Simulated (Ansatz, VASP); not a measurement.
# YBiS3 in two plane-wave programs, part 2 of 3

One calculation is typed for both programs; each brings its own data sets. How far apart do they land? The cell is generated by rule, not measured, and may not be a known phase. The cell is taken from a series of runs on this material, whose earlier steps may have relaxed, scaled, displaced or heated it; both programs get it as it stands.

VASP 6.6.1 and Ansatz 0.2.0.

So far: The structure; Ansatz: relaxation of cell and atoms, PBEsol, pair 1.

### Step 3. VASP: relaxation of cell and atoms, PBEsol, pair 1

Level of this step: PBEsol; plane waves and PAW (Bi_d, Y_sv, S); invented cell (VASP).

The same cell, functional and mesh now go to VASP, with its own data sets.

Lines of VASP's logs that name or quote its potential files are left out, and so is its time.

File INCAR:

```
SYSTEM = YBiS3
PREC = Accurate
ENCUT = 500
EDIFF = 1E-07
NELM = 120
ISMEAR = 0
SIGMA = 0.01
LREAL = .FALSE.
ALGO = Normal
GGA = PS
NBANDS = 54
LASPH = .TRUE.
LORBIT = 11
LWAVE = .FALSE.
LCHARG = .FALSE.
ISIF = 3
IBRION = 2
NSW = 80
EDIFFG = -0.005
GGA_COMPAT = .FALSE.
NELMIN = 4
EFERMI = MIDGAP
KPAR = 2
```

File POSCAR:

```
YBiS3
1.0
    3.6061260000      2.0819980000      5.5520590000
   -3.6061260000      2.0819980000      5.5520590000
    0.0000000000     -4.1639960000      5.5520590000
Bi Y S
2 2 6
Direct
    0.7500000150      0.7500000150      0.7500000150
    0.2499999850      0.2499999850      0.2499999850
    0.5000000300      0.5000000300      0.5000000300
    0.0000000000      0.0000000000      0.0000000000
    0.3757285845      0.7500000325      0.1242714280
    0.6242714155      0.2499999675      0.8757285720
    0.1242713244      0.3757287056      0.7500000150
    0.8757286756      0.6242712944      0.2499999850
    0.2499998639      0.8757286931      0.6242713980
    0.7500001361      0.1242713069      0.3757286020
```

File KPOINTS:

```
Automatic mesh
0
Gamma
6 6 6
0 0 0
```

PAW data sets: Bi_d, Y_sv and S (PBE family, release 64).

Launch:

```sh
$ mpirun -np 2 vasp_std
```

Numbers of over 12 decimals in the logs are rounded to 6 here.

Output:

```text
[banner, memory and clock lines left out]
running    2 mpi-ranks, on    1 nodes
 distrk:  each k-point on    1 cores,    2 groups
 distr:  one band on    1 cores,    1 groups

 POSCAR found type information on POSCAR BiY S
 POSCAR found :  3 types and      10 ions
|                                                                             |
|               ----> ADVICE to this user running VASP <----                  |
|                                                                             |
|     You enforced a specific xc type in the INCAR file but a different       |
|     [... a line on the potential file left out ...]
|     I HOPE YOU KNOW WHAT YOU ARE DOING!                                     |
|                                                                             |

 LDA part: xc-table for (Slater+PW92), standard interpolation
 POSCAR, INCAR and KPOINTS ok, starting setup
 FFT: planning ... GRIDC
 FFT: planning ... GRID_SOFT
 FFT: planning ... GRID
 WAVECAR not read
 entering main loop
       N       E                     dE             d eps       ncg     rms          rms(c)
DAV:   1     0.790468317756E+03    0.79047E+03   -0.40792E+04  3456   0.159E+03
DAV:   2     0.487902023132E+02   -0.74168E+03   -0.71686E+03  3724   0.402E+02
DAV:   3    -0.567731077095E+02   -0.10556E+03   -0.10233E+03  4844   0.150E+02
DAV:   4    -0.637328904743E+02   -0.69598E+01   -0.69213E+01  5234   0.381E+01
DAV:   5    -0.640594625422E+02   -0.32657E+00   -0.32620E+00  5514   0.663E+00    0.499E+01
DAV:   6    -0.589124533329E+02    0.51470E+01   -0.11735E+01  4646   0.140E+01    0.353E+01
DAV:   7    -0.589210232637E+02   -0.85699E-02   -0.45459E+00  4818   0.695E+00    0.109E+01
DAV:   8    -0.588117011037E+02    0.10932E+00   -0.15833E+00  4196   0.521E+00    0.185E+00
DAV:   9    -0.587892107673E+02    0.22490E-01   -0.16622E-01  4736   0.180E+00    0.566E-01
DAV:  10    -0.587905002389E+02   -0.12895E-02   -0.18632E-02  4542   0.450E-01    0.500E-01
DAV:  11    -0.587901618272E+02    0.33841E-03   -0.58262E-03  5168   0.372E-01    0.157E-01
DAV:  12    -0.587900282601E+02    0.13357E-03   -0.10091E-03  4274   0.146E-01    0.379E-02
DAV:  13    -0.587900338415E+02   -0.55814E-05   -0.67528E-05  4488   0.388E-02    0.223E-02
DAV:  14    -0.587900344392E+02   -0.59771E-06   -0.78108E-06  5840   0.117E-02    0.123E-02
DAV:  15    -0.587900343981E+02    0.41029E-07   -0.55989E-07  4160   0.341E-03
   1 F= -.58790034E+02 E0= -.58790034E+02  d E =-.587900E+02
 curvature:   0.00 expect dE= 0.000E+00 dE for cont linesearch  0.000E+00
 trial: gam= 0.00000 g(F)=  0.240E-05 g(S)=  0.953E-04 ort = 0.000E+00 (trialstep = 0.100E+01)
 search vector abs. value=  0.977E-04
 bond charge predicted
       N       E                     dE             d eps       ncg     rms          rms(c)
DAV:   1    -0.587908171863E+02   -0.78275E-03   -0.21855E-02  4316   0.996E-01    0.225E-01
DAV:   2    -0.587902266914E+02    0.59049E-03   -0.17758E-03  4696   0.258E-01    0.851E-02
DAV:   3    -0.587900464903E+02    0.18020E-03   -0.45950E-04  4558   0.142E-01    0.502E-02
DAV:   4    -0.587900505021E+02   -0.40118E-05   -0.12373E-04  5392   0.374E-02    0.539E-02
DAV:   5    -0.587900589416E+02   -0.84395E-05   -0.91216E-06  4386   0.107E-02    0.169E-02
DAV:   6    -0.587900630663E+02   -0.41247E-05   -0.54270E-06  5966   0.604E-03    0.808E-03
DAV:   7    -0.587900638249E+02   -0.75853E-06   -0.13175E-06  5560   0.413E-03    0.489E-03
DAV:   8    -0.587900637561E+02    0.68722E-07   -0.14318E-07  2586   0.180E-03
   2 F= -.58790064E+02 E0= -.58790064E+02  d E =-.293580E-04
 trial-energy change:   -0.000029  1 .order   -0.000031   -0.000098    0.000036
 step:   0.7172(harm=  0.7312)  dis= 0.00010  next Energy=   -58.790069 (dE=-0.345E-04)
 bond charge predicted
       N       E                     dE             d eps       ncg     rms          rms(c)
DAV:   1    -0.587901307373E+02   -0.66912E-04   -0.17560E-03  4304   0.283E-01    0.627E-02
DAV:   2    -0.587900858898E+02    0.44847E-04   -0.14396E-04  4678   0.730E-02    0.243E-02
DAV:   3    -0.587900713589E+02    0.14531E-04   -0.36742E-05  4588   0.400E-02    0.141E-02
DAV:   4    -0.587900707604E+02    0.59841E-06   -0.10090E-05  5394   0.107E-02    0.152E-02
DAV:   5    -0.587900703940E+02    0.36641E-06   -0.72967E-07  4122   0.303E-03    0.468E-03
DAV:   6    -0.587900695411E+02    0.85292E-06   -0.39284E-07  4150   0.172E-03    0.225E-03
DAV:   7    -0.587900692620E+02    0.27910E-06   -0.97528E-08  2268   0.135E-03    0.163E-03
DAV:   8    -0.587900692771E+02   -0.15092E-07   -0.56210E-08  2148   0.120E-03
   3 F= -.58790069E+02 E0= -.58790069E+02  d E =-.348790E-04
 curvature:  -0.36 expect dE=-0.624E-05 dE for cont linesearch -0.143E-08
 trial: gam= 0.16888 g(F)=  0.323E-05 g(S)=  0.139E-04 ort = 0.619E-06 (trialstep = 0.943E+00)
 search vector abs. value=  0.201E-04
 reached required accuracy - stopping structural energy minimisation
```

OUTCAR, selected parts (step 3):

```text
ion  position               nearest neighbor table
   1  0.750  0.750  0.750-   7 2.70  10 2.70   5 2.70
   2  0.250  0.250  0.250-   8 2.70   9 2.70   6 2.70
   3  0.500  0.500  0.500-   6 2.66   8 2.66   5 2.66   9 2.66   7 2.66  10 2.66
   4  0.000  0.000  0.000-   9 2.66  10 2.66   5 2.66   6 2.66   7 2.66   8 2.66
   5  0.376  0.750  0.124-   4 2.66   3 2.66   1 2.70
   6  0.624  0.250  0.876-   3 2.66   4 2.66   2 2.70
   7  0.124  0.376  0.750-   4 2.66   3 2.66   1 2.70
   8  0.876  0.624  0.250-   3 2.66   4 2.66   2 2.70
   9  0.250  0.876  0.624-   4 2.66   3 2.66   2 2.70
  10  0.750  0.124  0.376-   4 2.66   3 2.66   1 2.70

  LATTYP: Found a trigonal (rhomboedric) cell.
 ALAT       =     6.9400448001
 COS(alpha) =     0.4600080201

 Subroutine GETGRP returns: Found 12 space group operations
 (whereof  6 operations were pure point group operations)

The static configuration has the point symmetry S_6 .
 The point group associated with its full space group is D_3d.

 Found     32 irreducible k-points:

   k-points           NKPTS =     32   k-points in BZ     NKDIM =     32   number of bands    NBANDS=     54

   dimension x,y,z NGX =    54 NGY =   54 NGZ =   54
   dimension x,y,z NGXF=   108 NGYF=  108 NGZF=  108

   ENCUT  =  500.0 eV  36.75 Ry    6.06 a.u.  12.65 12.65 12.65*2*pi/ulx,y,z

   NELECT =      88.0000    total number of electrons

 k-points in reciprocal lattice and weights: Automatic mesh
   0.00000000  0.00000000  0.00000000       0.005
   0.16666667 -0.00000000 -0.00000000       0.028
   0.33333333 -0.00000000 -0.00000000       0.028
   0.50000000  0.00000000  0.00000000       0.014
   0.16666667  0.16666667 -0.00000000       0.028
   0.33333333  0.16666667  0.00000000       0.056
   0.50000000  0.16666667 -0.00000000       0.056
  -0.33333333  0.16666667  0.00000000       0.056
  -0.16666667  0.16666667  0.00000000       0.028
[...]
-0.33333333  0.50000000  0.33333333       0.028
   0.50000000  0.50000000  0.50000000       0.005

 average (electrostatic) potential at core
       1-107.0295       2-107.0295       3 -35.2372       4 -35.2372       5 -86.3413
       6 -86.3413       7 -86.3413       8 -86.3413       9 -86.3413      10 -86.3413

 E-fermi :   4.2755

 k-point     1 :       0.0000    0.0000    0.0000
  band No.  band energies     occupation
    ...
     40       3.4066      2.00000
     41       3.4066      2.00000
     42       3.5388      2.00000
     43       3.5551      2.00000
     44       4.1308      2.00000
     45       5.2326      0.00000
     46       6.6282      0.00000
     47       6.6770      0.00000
     48       6.6770      0.00000
     49       6.9350      0.00000
    ...

 k-point     2 :       0.1667   -0.0000   -0.0000
  band No.  band energies     occupation
    ...
     40       3.3194      2.00000
     41       3.3755      2.00000
     42       3.6885      2.00000
     43       3.8667      2.00000
     44       3.9363      2.00000
     45       5.1271      0.00000
     46       6.4196      0.00000
     47       6.5002      0.00000
     48       6.7545      0.00000
     49       7.0726      0.00000
    ...

 k-point     3 :       0.3333   -0.0000   -0.0000
  band No.  band energies     occupation
    ...
     40       3.2326      2.00000
     41       3.3468      2.00000
     42       3.4787      2.00000
     43       3.7523      2.00000
     44       3.8539      2.00000
     45       5.0244      0.00000
     46       5.8940      0.00000
     47       6.2282      0.00000
     48       6.5094      0.00000
     49       7.2112      0.00000
    ...

  Total        0.0283164      0.0283164     -0.0357149      0.0000000      0.0000000      0.0000000
  in kB        0.1815446      0.1815447     -0.2289782      0.0000000      0.0000000      0.0000000
  external PRESSURE =       0.0447037 kB  Pullay stress =       0.0000000 kB

  energy-cutoff  :      500.00
  volume of cell :      249.90
      direct lattice vectors                 reciprocal lattice vectors
     3.605247050  2.081490538  5.550154243     0.138686751  0.080070826  0.060058391
    -3.605247050  2.081490538  5.550154243    -0.138686751  0.080070826  0.060058391
     0.000000000 -4.162981076  5.550154243     0.000000000 -0.160141652  0.060058391

 POSITION                                       TOTAL-FORCE (eV/Angst)
 -----------------------------------------------------------------------------------
      0.00000      0.00000     12.48785         0.000000     -0.000000     -0.000000
      0.00000      0.00000      4.16262         0.000000     -0.000000     -0.000000
      0.00000      0.00000      8.32523         0.000000     -0.000000     -0.000000
     -0.00000      0.00000      0.00000         0.000000      0.000000     -0.000000
     -1.34939      1.82577      6.93769        -0.001670     -0.002892      0.000000
      1.34939     -1.82577      9.71277         0.001670      0.002892     -0.000000
     -0.90647     -2.08149      6.93769         0.003340      0.000000      0.000000
      0.90647      2.08149      9.71277        -0.003340     -0.000000     -0.000000
     -2.25586     -0.25572      9.71277         0.001670     -0.002892      0.000000
      2.25586      0.25572      6.93769        -0.001670      0.002892      0.000000
 -----------------------------------------------------------------------------------
    total drift:                               -0.000129      0.000000     -0.000351

  FREE ENERGIE OF THE ION-ELECTRON SYSTEM (eV)
  ---------------------------------------------------
  free  energy   TOTEN  =       -58.7900692771 eV

  energy  without entropy=      -58.7900692771  energy(sigma->0) =      -58.79006928

 reached required accuracy - stopping structural energy minimisation

 total charge
# of ion       s       p       d       f       tot
--------------------------------------------------
    1        1.621   0.935   9.956   0.000  12.513
    2        1.621   0.935   9.956   0.000  12.513
    3        2.196   6.464   0.989   0.086   9.734
    4        2.196   6.464   0.989   0.086   9.734
    5        1.337   2.385   0.000   0.000   3.722
    6        1.337   2.385   0.000   0.000   3.722
    7        1.337   2.385   0.000   0.000   3.722
    8        1.337   2.385   0.000   0.000   3.722
    9        1.337   2.385   0.000   0.000   3.722
   10        1.337   2.385   0.000   0.000   3.722
--------------------------------------------------
tot         15.657  29.107  21.891   0.171  66.826

[... 3 further parts left out ...]
```

The run keeps the 12 symmetry operations of its start, so it cannot find a distortion of lower symmetry.

### Step 4. Comparison

Known differences besides the potentials themselves: fixed occupations in Ansatz, narrow Gaussian smearing in VASP; the cutoff is 420 eV in Ansatz and 500 eV in VASP; Ansatz makes its cores anew for this functional, VASP keeps those of its PBE data sets; Ansatz adds a Pulay correction to the stress that steers its cell, VASP none. Total energies have different zeros and are not compared.

Both answers:

```tsv
quantity	Ansatz	VASP	difference
volume (Å³)	250.11	249.90	+0.08 %
edge a after relaxation, in the typed setting (Å)	6.940	6.938	+0.03 %
```

### Step 5. VASP: relaxation of cell and atoms, PBEsol, pair 2

The relaxed volume is the usual yardstick between codes: in a stiff, nearly cubic crystal its relative difference is about their pressure difference at one cell divided by the bulk modulus. Its start cell is another than that of the pair before, and may be another structure of the material.

INCAR is that of step 3.

File POSCAR:

```
YBiS3
1.0
    3.4849900000      2.0120600000      6.1259730000
   -3.4849900000      2.0120600000      6.1259730000
    0.0000000000     -4.0241200000      6.1259730000
Bi Y S
2 2 6
Direct
    0.2065066235      0.2065066235      0.2065066235
    0.7065066507      0.7065066507      0.7065066507
    0.5052138384      0.5052138384      0.5052138384
    0.0052138112      0.0052138112      0.0052138112
    0.1207446828      0.7979704424      0.3922300912
    0.8922301451      0.2979704772      0.6207446757
    0.7979704500      0.3922301179      0.1207446484
    0.2979704696      0.6207447100      0.8922301184
    0.3922300836      0.1207446561      0.7979704767
    0.6207446833      0.8922301108      0.2979705039
```

KPOINTS is that of step 3.

Launch:

```sh
$ mpirun -np 2 vasp_std
```

Output:

```text
[banner, memory and clock lines left out]
running    2 mpi-ranks, on    1 nodes
[...]
[... a notice as in an earlier step ...]

 LDA part: xc-table for (Slater+PW92), standard interpolation
 POSCAR, INCAR and KPOINTS ok, starting setup
[...]
entering main loop
       N       E                     dE             d eps       ncg     rms          rms(c)
DAV:   1     0.787257841106E+03    0.78726E+03   -0.40622E+04  3456   0.157E+03
DAV:   2     0.466715726411E+02   -0.74059E+03   -0.71579E+03  3752   0.401E+02
DAV:   3    -0.577675677647E+02   -0.10444E+03   -0.10162E+03  4760   0.152E+02
DAV:   4    -0.646942801265E+02   -0.69267E+01   -0.68916E+01  5288   0.386E+01
[...]
DAV:  14    -0.607503882001E+02   -0.47745E-05   -0.74212E-06  4810   0.121E-02    0.916E-03
DAV:  15    -0.607503886374E+02   -0.43731E-06   -0.37017E-06  4744   0.675E-03    0.267E-03
DAV:  16    -0.607503886308E+02    0.65647E-08   -0.52658E-07  4070   0.285E-03
   1 F= -.60750389E+02 E0= -.60750389E+02  d E =-.607504E+02
[...]
DAV:   9    -0.607504001481E+02   -0.49131E-07   -0.37993E-08  2268   0.106E-03
   2 F= -.60750400E+02 E0= -.60750400E+02  d E =-.115172E-04
 trial-energy change:   -0.000012  1 .order   -0.000014   -0.000074    0.000047
 step:   0.5883(harm=  0.6123)  dis= 0.00010  next Energy=   -60.750410 (dE=-0.213E-04)
[...]
N       E                     dE             d eps       ncg     rms          rms(c)
DAV:   1    -0.607505020421E+02   -0.10194E-03   -0.27403E-03  4472   0.368E-01    0.759E-02
DAV:   2    -0.607504344937E+02    0.67548E-04   -0.23003E-04  4596   0.968E-02    0.300E-02
DAV:   3    -0.607504122402E+02    0.22253E-04   -0.58384E-05  4530   0.512E-02    0.158E-02
DAV:   4    -0.607504116018E+02    0.63840E-06   -0.16265E-05  5344   0.134E-02    0.177E-02
DAV:   5    -0.607504112902E+02    0.31165E-06   -0.93154E-07  4328   0.376E-03    0.627E-03
DAV:   6    -0.607504102079E+02    0.10823E-05   -0.58248E-07  4938   0.224E-03    0.244E-03
DAV:   7    -0.607504098221E+02    0.38582E-06   -0.19213E-07  3020   0.162E-03    0.159E-03
DAV:   8    -0.607504098724E+02   -0.50351E-07   -0.48017E-08  2052   0.117E-03
   3 F= -.60750410E+02 E0= -.60750410E+02  d E =-.212416E-04
[...]
reached required accuracy - stopping structural energy minimisation
```

From OUTCAR (step 5):

```text
  Total        0.0063084      0.0063084     -0.0041904      0.0000000      0.0000000      0.0000000
  in kB        0.0392390      0.0392390     -0.0260644      0.0000000      0.0000000      0.0000000
  external PRESSURE =       0.0174712 kB  Pullay stress =       0.0000000 kB

 POSITION                                       TOTAL-FORCE (eV/Angst)
 -----------------------------------------------------------------------------------
     -0.00000      0.00000      3.79429        -0.000000      0.000000     -0.000434
     -0.00000      0.00000     12.98132        -0.000000      0.000000     -0.000434
     -0.00000      0.00000      9.28292        -0.000000      0.000000      0.001456
     -0.00000      0.00000      0.09588        -0.000000     -0.000000      0.001456
     -2.35958      0.27009      8.02913         0.003522     -0.000697     -0.000341
      2.07064     -0.10326     11.09148         0.002365     -0.002701     -0.000341
      1.41369      1.90842      8.02913        -0.002365     -0.002701     -0.000341
     -1.12475     -1.74159     11.09148        -0.003522     -0.000697     -0.000341
      0.94589     -2.17850      8.02913        -0.001157      0.003399     -0.000341
     -0.94589      1.84486     11.09148         0.001157      0.003399     -0.000341
 -----------------------------------------------------------------------------------
    total drift:                               -0.000115     -0.000022      0.000537

  FREE ENERGIE OF THE ION-ELECTRON SYSTEM (eV)
  ---------------------------------------------------
  free  energy   TOTEN  =       -60.7504098724 eV

  energy  without entropy=      -60.7504098724  energy(sigma->0) =      -60.75040987

[... 2 parts as in an earlier step ...]

[... 2 further parts left out ...]
[key lines of the parts left out:]
E-fermi :   4.6019
```

### Step 6. Ansatz: relaxation of cell and atoms, PBEsol, pair 2

The same cell, functional and mesh now go to Ansatz, which takes its cutoff from its data sets.

The cell is taken from a series of runs on this material, whose earlier steps may have relaxed, scaled, displaced or heated it; both programs get it as it stands.

File input.yaml:

```yaml
crystal:
  lattice:
    - [3.4849902571, 2.0120600631, 6.1259733737]
    - [-3.4849902571, 2.0120600631, 6.1259733737]
    - [0.0, -4.0241201261, 6.1259733737]
  atoms:
    - { symbol: Bi, position: [0.2065066218, 0.2065066218, 0.2065066218] }
    - { symbol: Bi, position: [0.7065066218, 0.7065066218, 0.7065066218] }
    - { symbol: "Y", position: [0.505213788, 0.505213788, 0.505213788] }
    - { symbol: "Y", position: [0.005213788, 0.005213788, 0.005213788] }
    - { symbol: S, position: [0.1207446807, 0.7979703975, 0.3922301125] }
    - { symbol: S, position: [0.8922301125, 0.2979703975, 0.6207446807] }
    - { symbol: S, position: [0.7979703975, 0.3922301125, 0.1207446807] }
    - { symbol: S, position: [0.2979703975, 0.6207446807, 0.8922301125] }
    - { symbol: S, position: [0.3922301125, 0.1207446807, 0.7979703975] }
    - { symbol: S, position: [0.6207446807, 0.8922301125, 0.2979703975] }
kpoints:
  mp_grid: { grid: [6, 6, 6] }
hamiltonian:
  xc: pbesol
  pseudopotentials: { kind: paw, azcp: { folder: soft_1 }, xc_functional: pbe }
scf:
  occupations: { method: fixed }
output:
  forces: true
  stress: true
  eigenvalues: true
relax:
  adjacent_minimum: "off"
  f_tol: 0.001
  max_steps: 60
  cell: { stress_tol: 0.01 }
```

Launch:

```sh
$ ansatz run input.yaml --threads 8 --pin off --max-ram 16384MiB --backend cpu --events-out ev --progress --plain --runs-dir out
```

Output:

```text
[...]
Crystal: 10 atoms, lattice volume = 257.732 Å³
Basis set: ecut = 420 eV, 5067 PW (Γ), exchange–correlation on 100×100×100 points (8 copies of the dense FFT grid, shifted against one another)
Bands: 54, of which v1, the nominal top of the filled ones, is band 44 counted from 1 (43 counted from 0)
Symmetry: 6 space group operations
[...]
- { symbol: Y, position: [0.00521379, 0.00521379, 0.005213788] }
    - { symbol: S, position: [0.1207446807, 0.797970, 0.392230] }
    - { symbol: S, position: [0.892230, 0.297970, 0.6207446807] }
    - { symbol: S, position: [0.7979703975, 0.392230, 0.120745] }
    - { symbol: S, position: [0.2979703975, 0.6207446807, 0.892230] }
    - { symbol: S, position: [0.392230, 0.120745, 0.797970] }
    - { symbol: S, position: [0.620745, 0.892230, 0.2979703975] }
[key lines of the parts left out:]
SCF converged after 7 iterations
Free energy (F): -37400.785909 eV
Fermi energy:    6.801603 eV
P = ⅓ Tr σ = -0.0018 GPa (-0.018 kbar)
```

### Step 7. Side by side

Compared:

```tsv
quantity	Ansatz	VASP	difference
volume (Å³)	257.73	257.58	+0.06 %
edge a after relaxation, in the typed setting (Å)	7.330	7.328	+0.02 %
```

(Continued in part 3 of 3.)

[Lines on the potential files, build, host, timing and source positions are cut from VASP's logs without a mark.]

[Logs are printed without paths, hosts, clocks, repeated set-up lines and the standing remarks that a program may print on its own settings, such as how far it seeks lower states.]

[Hosts, paths, dates, database ids (printed as entryN), source tags and the programs' standing remarks are cut or masked in the printed files.]
